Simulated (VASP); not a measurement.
Consider the following.

```xyz
4
Lattice="2.2550 -3.8659 0.0000 2.2550 3.8659 0.0000 0.0000 0.0000 4.6357" Properties=species:S:1:pos:R:3 pbc="T T T"
Ga     2.2550    -1.2038     1.9257
Ga     2.2550     1.2038     2.7100
Ga     2.2550    -2.6620     4.2435
Ga     2.2550     2.6620     0.3922
```

Calculation: PBE GGA, VASP's PBE PAW potentials (set 64) (plane waves; VASP). Run with 300 eV cut-off, 8×8×7 Γ-centred mesh, Fermi-Dirac smearing of 0.10 eV, potentials Ga_d.

Q: What does the run give for the energy per atom (σ→0), band gap (on the k-mesh) with the smallest direct gap where there is one?

A: 
```yaml
band gap (on the k-mesh): none (metal, semimetal or under 0.01 eV)
energy per atom (σ→0): -2.905 eV/atom
```

Total energies compare only between runs with the same potentials, cut-off and functional.

The structure comes from a computed database's Ga entry; how it stands against other phases isn't given here. The cell was not relaxed at this level.
